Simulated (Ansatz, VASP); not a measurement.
# La2O3: VASP beside Ansatz

Wanted: the spread between two codes on one cell, functional and k mesh. The cell is taken from a series of runs on this material, whose earlier steps may have relaxed, scaled, displaced or heated it; both programs get it as it stands.

Calculated with Ansatz 0.2.0; plane waves, with VASP 6.6.1 beside it; zone-centre phonons at LDA.

**1. The starting structure**

Symmetry: P-3m1, No. 164, trigonal system. Conventional cell: a = 3.860 Å, b = 3.860 Å, c = 5.781 Å, α = 90.00°, β = 90.00°, γ = 120.00°. Nearest to O lie 4 La at 2.32 to 2.37 Å. Nearest to O lie 6 La at 2.63 Å. Nearest to La lie 7 O at 2.32 to 2.63 Å. Farther neighbours and most contacts between anions are not listed.

As a file:

```cif
data_structure
_symmetry_space_group_name_H-M 'P 1'
_symmetry_Int_Tables_number 1
_cell_length_a 3.8601
_cell_length_b 3.8601
_cell_length_c 5.7809
_cell_angle_alpha 90.000
_cell_angle_beta 90.000
_cell_angle_gamma 120.000
_cell_volume 74.60
loop_
_atom_site_label
_atom_site_type_symbol
_atom_site_fract_x
_atom_site_fract_y
_atom_site_fract_z
_atom_site_occupancy
O1 O 0.66667 0.33333 0.35059 1
O2 O 0.33333 0.66667 0.64941 1
O3 O 0.00000 0.00000 0.00000 1
La4 La 0.66667 0.33333 0.75971 1
La5 La 0.33333 0.66667 0.24029 1
```

**2. VASP: zone-centre phonons, LDA**

Second derivatives magnify differences that forces hide, and they need a tight electronic threshold.

Lines of VASP's logs that name or quote its potential files are left out, and so is its time.

Contents of INCAR:

```
SYSTEM = La2O3
PREC = Accurate
ENCUT = 600
EDIFF = 1E-08
NELM = 200
ISMEAR = 0
SIGMA = 0.01
LREAL = .FALSE.
ALGO = Normal
GGA = CA
NBANDS = 26
LASPH = .TRUE.
LORBIT = 11
LWAVE = .FALSE.
LCHARG = .FALSE.
ISIF = 2
IBRION = 8
LEPSILON = .TRUE.
GGA_COMPAT = .FALSE.
EFERMI = MIDGAP
LMAXMIX = 6
KPAR = 2
```

Contents of POSCAR:

```
La2O3
1.0
    3.8601298304      0.0000000000      0.0000000000
   -1.9300649152      3.3429704950      0.0000000000
    0.0000000000      0.0000000000      5.7809058221
O La
3 2
Direct
    0.6666666667      0.3333333333      0.3505900452
    0.3333333333      0.6666666667      0.6494099548
    0.0000000000      0.0000000000      0.0000000000
    0.6666666667      0.3333333333      0.7597137061
    0.3333333333      0.6666666667      0.2402862939
```

Contents of KPOINTS:

```
Automatic mesh
0
Gamma
9 9 4
0 0 0
```

PAW data sets: O and La (LDA family, release 64).

Started as:

```bash
> mpirun -np 2 vasp_std
```

Numbers of over 12 decimals in the logs are rounded to 6 here.

What it wrote:

```text
[banner, memory and clock lines left out]
running    2 mpi-ranks, on    1 nodes
 distrk:  each k-point on    1 cores,    2 groups
 distr:  one band on    1 cores,    1 groups

 POSCAR found type information on POSCAR O La
 POSCAR found :  2 types and       5 ions
 LDA part: xc-table for (Slater(with rela. corr.)+CA(PZ))
 , standard interpolation
 POSCAR, INCAR and KPOINTS ok, starting setup
 FFT: planning ... GRIDC
 FFT: planning ... GRID_SOFT
 FFT: planning ... GRID
 WAVECAR not read
 entering main loop
       N       E                     dE             d eps       ncg     rms          rms(c)
DAV:   1     0.479456360676E+03    0.47946E+03   -0.17166E+04  2348   0.272E+03
DAV:   2     0.915100916460E+02   -0.38795E+03   -0.37570E+03  3028   0.393E+02
DAV:   3    -0.337481409441E+02   -0.12526E+03   -0.12166E+03  3890   0.217E+02
DAV:   4    -0.502943751669E+02   -0.16546E+02   -0.16517E+02  3880   0.855E+01
DAV:   5    -0.513453753829E+02   -0.10510E+01   -0.10504E+01  3856   0.243E+01    0.151E+01
DAV:   6    -0.460645293611E+02    0.52808E+01   -0.46743E+01  3560   0.416E+01    0.782E+00
DAV:   7    -0.459481085073E+02    0.11642E+00   -0.50548E+00  4352   0.226E+01    0.373E+00
DAV:   8    -0.458707201697E+02    0.77388E-01   -0.61732E-01  3912   0.662E+00    0.117E+00
DAV:   9    -0.458522284564E+02    0.18492E-01   -0.95653E-02  3944   0.243E+00    0.357E-01
DAV:  10    -0.458529245475E+02   -0.69609E-03   -0.23488E-02  3936   0.110E+00    0.168E-01
DAV:  11    -0.458532513635E+02   -0.32682E-03   -0.70842E-03  4208   0.630E-01    0.126E-01
DAV:  12    -0.458530591089E+02    0.19225E-03   -0.25388E-03  3688   0.300E-01    0.368E-02
DAV:  13    -0.458530869965E+02   -0.27888E-04   -0.71751E-04  3968   0.183E-01    0.339E-02
DAV:  14    -0.458530659494E+02    0.21047E-04   -0.14561E-04  3968   0.109E-01    0.635E-03
DAV:  15    -0.458530667360E+02   -0.78659E-06   -0.10115E-05  3400   0.230E-02    0.195E-03
DAV:  16    -0.458530668433E+02   -0.10724E-06   -0.12493E-06  4368   0.916E-03    0.698E-04
DAV:  17    -0.458530668377E+02    0.55456E-08   -0.13965E-07  3568   0.253E-03    0.243E-04
DAV:  18    -0.458530668375E+02    0.22737E-09   -0.90959E-09  2312   0.135E-03
   1 F= -.45853067E+02 E0= -.45853067E+02  d E =0.000000E+00
 Linear response reoptimize wavefunctions to high precision
DAV:   1    -0.458530668377E+02   -0.24284E-09   -0.59583E-09  2592   0.106E-03
DAV:   2    -0.458530668378E+02   -0.92314E-10   -0.12156E-09  2216   0.555E-04
DAV:   3    -0.458530668379E+02   -0.71850E-10   -0.74817E-10  2088   0.498E-04
 Linear response G [H, r] |phi>, progress :
  Direction:   1
       N       E                     dE             d eps       ncg     rms
RMM:   1    -0.166824975237E+03   -0.16682E+03    0.51273E+02  3338   0.334E+02
RMM:   2    -0.126327216536E+03    0.40498E+02   -0.12327E+02  3747   0.109E+02
RMM:   3    -0.137632171051E+03   -0.11305E+02   -0.90263E+01  5238   0.386E+01
RMM:   4    -0.139627003330E+03   -0.19948E+01   -0.11333E+01  5734   0.150E+01
RMM:   5    -0.140405326930E+03   -0.77832E+00   -0.32337E+00  5847   0.720E+00
RMM:   6    -0.140655298870E+03   -0.24997E+00   -0.10351E+00  5808   0.426E+00
RMM:   7    -0.140735438326E+03   -0.80139E-01   -0.36908E-01  5790   0.246E+00
RMM:   8    -0.140767424083E+03   -0.31986E-01   -0.13627E-01  5524   0.154E+00
RMM:   9    -0.140777524264E+03   -0.10100E-01   -0.57275E-02  5528   0.963E-01
RMM:  10    -0.140782236697E+03   -0.47124E-02   -0.24783E-02  5339   0.653E-01
RMM:  11    -0.140783839788E+03   -0.16031E-02   -0.35423E-03  5260   0.459E-01
RMM:  12    -0.140784690308E+03   -0.85052E-03   -0.48868E-03  5141   0.357E-01
RMM:  13    -0.140784803250E+03   -0.11294E-03    0.33207E-03  5074   0.284E-01
RMM:  14    -0.140784983138E+03   -0.17989E-03   -0.16616E-03  5046   0.249E-01
RMM:  15    -0.140784997687E+03   -0.14550E-04    0.37343E-03  5003   0.227E-01
RMM:  16    -0.140785116912E+03   -0.11922E-03   -0.10195E-03  5015   0.214E-01
RMM:  17    -0.140785133813E+03   -0.16902E-04    0.19532E-03  5001   0.206E-01
RMM:  18    -0.140785153247E+03   -0.19434E-04   -0.19674E-04  4998   0.200E-01
RMM:  19    -0.140785175642E+03   -0.22395E-04    0.11889E-03  5018   0.197E-01
 Linear response G [H, r] |phi>, progress :
  Direction:   2
       N       E                     dE             d eps       ncg     rms
RMM:   1    -0.167445698142E+03   -0.16745E+03    0.50033E+02  3340   0.332E+02
RMM:   2    -0.125625185490E+03    0.41821E+02   -0.12977E+02  3777   0.109E+02
RMM:   3    -0.137710860570E+03   -0.12086E+02   -0.97027E+01  5293   0.394E+01
RMM:   4    -0.139645729427E+03   -0.19349E+01   -0.11441E+01  5735   0.156E+01
RMM:   5    -0.140441375374E+03   -0.79565E+00   -0.34625E+00  5896   0.745E+00
RMM:   6    -0.140687432304E+03   -0.24606E+00   -0.11452E+00  5831   0.448E+00
RMM:   7    -0.140771610719E+03   -0.84178E-01   -0.40072E-01  5824   0.258E+00
RMM:   8    -0.140801078911E+03   -0.29468E-01   -0.15808E-01  5567   0.163E+00
[...]
RMM:  15    -0.360730401572E+00    0.40704E-07   -0.29456E-06 11695   0.322E-03    0.118E-05
RMM:  16    -0.360730525954E+00   -0.12438E-06   -0.24161E-06 11492   0.312E-03    0.283E-05
RMM:  17    -0.360730529446E+00   -0.34917E-08   -0.21552E-06 11608   0.302E-03    0.481E-05
[...]
RMM:   6    -0.369854471671E+00    0.36442E-05   -0.13702E-04  4949   0.442E-02    0.734E-03
RMM:   7    -0.369860948593E+00   -0.64769E-05   -0.94164E-05  5390   0.245E-02    0.390E-03
RMM:   8    -0.369877281012E+00   -0.16332E-04   -0.48917E-05  5209   0.160E-02    0.193E-03
RMM:   9    -0.369873889479E+00    0.33915E-05   -0.30991E-05  5421   0.938E-03    0.472E-04
RMM:  10    -0.369874294855E+00   -0.40538E-06   -0.24264E-05  5362   0.639E-03    0.429E-04
RMM:  11    -0.369873946615E+00    0.34824E-06   -0.18653E-05  5432   0.454E-03    0.319E-04
RMM:  12    -0.369872420412E+00    0.15262E-05   -0.12702E-05  5052   0.396E-03    0.802E-05
RMM:  13    -0.369872080234E+00    0.34018E-06   -0.83307E-06  5173   0.316E-03    0.862E-05
RMM:  14    -0.369871841780E+00    0.23845E-06   -0.52898E-06  4990   0.295E-03    0.652E-05
RMM:  15    -0.369871793507E+00    0.48273E-07   -0.39896E-06  4988   0.271E-03    0.164E-05
RMM:  16    -0.369871752448E+00    0.41059E-07   -0.26975E-06  4993   0.261E-03    0.235E-05
RMM:  17    -0.369871699595E+00    0.52853E-07   -0.20614E-06  4978   0.255E-03    0.397E-05
RMM:  18    -0.369871683682E+00    0.15913E-07   -0.17926E-06  4946   0.250E-03    0.665E-05
RMM:  19    -0.369871685165E+00   -0.14830E-08   -0.13313E-06  5005   0.248E-03    0.730E-05
RMM:  20    -0.369871692630E+00   -0.74646E-08   -0.12510E-06  4974   0.247E-03    0.666E-05
RMM:  21    -0.369871682447E+00    0.10183E-07   -0.94271E-07  4977   0.246E-03    0.651E-05
 first order change of Fermi-energy  -0.33211E-04
 force on displaced ion       3 direction 3 :   0.000   0.000  -6.661
 Born effective charge ion    3 direction 3 :  -0.000   0.000  -2.533
 Linear response progress:
  Degree of freedom:   5/  6
       N       E                     dE             d eps       ncg     rms          rms(c)
RMM:   1    -0.217604008184E+00   -0.21760E+00   -0.20476E+00 12020   0.461E+01
RMM:   2    -0.244980308838E+00   -0.27376E-01   -0.85517E-02 14223   0.268E+00    0.160E-01
RMM:   3    -0.249772150505E+00   -0.47918E-02   -0.31713E-02 20406   0.836E-01    0.109E-01
RMM:   4    -0.250626307714E+00   -0.85416E-03   -0.50635E-03 22165   0.334E-01    0.808E-02
RMM:   5    -0.251885904411E+00   -0.12596E-02   -0.15506E-03 20436   0.238E-01    0.123E-02
RMM:   6    -0.252039491955E+00   -0.15359E-03   -0.99778E-04 23502   0.123E-01    0.109E-02
RMM:   7    -0.252066146214E+00   -0.26654E-04   -0.38282E-04 22882   0.805E-02    0.103E-02
RMM:   8    -0.252191156307E+00   -0.12501E-03   -0.20586E-04 23055   0.516E-02    0.360E-03
RMM:   9    -0.252247505646E+00   -0.56349E-04   -0.13136E-04 21753   0.372E-02    0.353E-03
RMM:  10    -0.252292310979E+00   -0.44805E-04   -0.15919E-04 22605   0.261E-02    0.194E-03
RMM:  11    -0.252319370672E+00   -0.27060E-04   -0.15421E-04 21452   0.203E-02    0.709E-04
RMM:  12    -0.252329531758E+00   -0.10161E-04   -0.13852E-04 21825   0.151E-02    0.570E-04
RMM:  13    -0.252322384172E+00    0.71476E-05   -0.11866E-04 20836   0.124E-02    0.532E-04
RMM:  14    -0.252330267837E+00   -0.78837E-05   -0.10291E-04 21152   0.101E-02    0.143E-04
[...]
RMM:  20    -0.252339221129E+00   -0.32540E-05   -0.39467E-05 20229   0.629E-03    0.306E-04
RMM:  21    -0.252342128651E+00   -0.29075E-05   -0.33508E-05 19817   0.612E-03    0.111E-04
RMM:  22    -0.252342566646E+00   -0.43799E-06   -0.28606E-05 20183   0.597E-03    0.120E-04
RMM:  23    -0.252342686517E+00   -0.11987E-06   -0.24758E-05 19766   0.587E-03    0.148E-04
RMM:  24    -0.252342846185E+00   -0.15967E-06   -0.21407E-05 20030   0.580E-03    0.171E-04
RMM:  25    -0.252343363016E+00   -0.51683E-06   -0.18859E-05 19684   0.578E-03    0.153E-04
RMM:  26    -0.252343288562E+00    0.74454E-07   -0.16304E-05 19808   0.575E-03    0.182E-04
RMM:  27    -0.252343738888E+00   -0.45033E-06   -0.14544E-05 19745   0.574E-03    0.161E-04
 first order change of Fermi-energy   0.13157E-04
 force on displaced ion       4 direction 1 :  -8.030   0.001   0.001
 Born effective charge ion    4 direction 1 :   4.269   0.000  -0.000
 Linear response progress:
  Degree of freedom:   6/  6
       N       E                     dE             d eps       ncg     rms          rms(c)
RMM:   1    -0.272069084851E+00   -0.27207E+00   -0.17940E+00  3048   0.441E+01
RMM:   2    -0.300368380496E+00   -0.28299E-01   -0.91150E-02  3603   0.301E+00    0.163E-01
RMM:   3    -0.305744770942E+00   -0.53764E-02   -0.35959E-02  4778   0.957E-01    0.124E-01
RMM:   4    -0.306626745104E+00   -0.88197E-03   -0.53597E-03  5332   0.370E-01    0.981E-02
RMM:   5    -0.307851924967E+00   -0.12252E-02   -0.21405E-03  4435   0.344E-01    0.297E-02
RMM:   6    -0.308005808796E+00   -0.15388E-03   -0.11567E-03  5761   0.147E-01    0.195E-02
RMM:   7    -0.308206641416E+00   -0.20083E-03   -0.48330E-04  5539   0.110E-01    0.188E-02
RMM:   8    -0.308268521034E+00   -0.61880E-04   -0.18160E-04  5558   0.690E-02    0.109E-02
RMM:   9    -0.308338124016E+00   -0.69603E-04   -0.10638E-04  5812   0.400E-02    0.759E-03
RMM:  10    -0.308425296486E+00   -0.87172E-04   -0.27204E-05  5263   0.339E-02    0.362E-03
RMM:  11    -0.308462901302E+00   -0.37605E-04   -0.31178E-05  5549   0.218E-02    0.758E-04
RMM:  12    -0.308471167775E+00   -0.82665E-05   -0.84994E-06  5523   0.157E-02    0.568E-04
RMM:  13    -0.308469715305E+00    0.14525E-05   -0.58989E-06  5424   0.123E-02    0.852E-04
RMM:  14    -0.308473726390E+00   -0.40111E-05   -0.26568E-06  5314   0.104E-02    0.819E-04
[...]
RMM:  28    -0.308485322446E+00    0.68671E-07    0.15645E-06  5173   0.653E-03    0.551E-05
RMM:  29    -0.308485564179E+00   -0.24173E-06    0.15941E-06  5143   0.656E-03    0.359E-05
RMM:  30    -0.308485708837E+00   -0.14466E-06    0.14243E-06  5202   0.657E-03    0.266E-05
RMM:  31    -0.308485744726E+00   -0.35890E-07    0.13377E-06  5207   0.660E-03    0.299E-05
RMM:  32    -0.308485748884E+00   -0.41578E-08    0.12048E-06  5254   0.661E-03    0.341E-05
RMM:  33    -0.308485733665E+00    0.15219E-07    0.13051E-06  5257   0.662E-03    0.395E-05
RMM:  34    -0.308485766634E+00   -0.32969E-07    0.11414E-06  5313   0.663E-03    0.381E-05
RMM:  35    -0.308485770182E+00   -0.35478E-08    0.12187E-06  5336   0.665E-03    0.397E-05
 first order change of Fermi-energy   0.32281E+00
 force on displaced ion       4 direction 3 :   0.000   0.000 -14.943
 Born effective charge ion    4 direction 3 :   0.000   0.000   3.923
 Born effective charges drift removed
 Linear response finished
```

[end of part 1 of 3]

[Lines on the potential files, build, host, timing and source positions are cut from VASP's logs without a mark.]

[Logs are printed without paths, hosts, clocks, repeated set-up lines and the standing remarks that a program may print on its own settings, such as how far it seeks lower states.]

[Hosts, paths, dates, database ids (printed as entryN), source tags and the programs' standing remarks are cut or masked in the printed files.]
